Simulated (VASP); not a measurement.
Energy against volume of ZrO2 (fluorite). These are revTPSS meta-GGA, VASP's PBE PAW potentials (set 64) (plane waves; VASP) values and carry that method's errors. Run with 520 eV cut-off, 8×8×8 Γ-centred mesh, Gaussian smearing of 0.050 eV, potentials Zr_sv O.

| V (Å³/atom) | E (eV/atom) |
|---|---|
| 10.401 | -6.92442 |
| 10.733 | -6.95110 |
| 11.065 | -6.95973 |
| 11.397 | -6.95292 |

Q: Fit these four points and predict the energy of the run at 11.729 Å³/atom.

A: A cubic in V^(−2/3), the third-order Birch-Murnaghan form, passes through the four points with V0 = 11.08 Å³/atom and B0 = 247 GPa, and gives -6.9329 eV/atom there. The run gave -6.9329 eV/atom, -0.0 meV/atom from the fit; all five points give B0 = 247 GPa.

The compound is ZrO2 in the fluorite structure, the high-temperature cubic form, which is unstable at 0 K; the monoclinic form is the stable one. It was relaxed first.
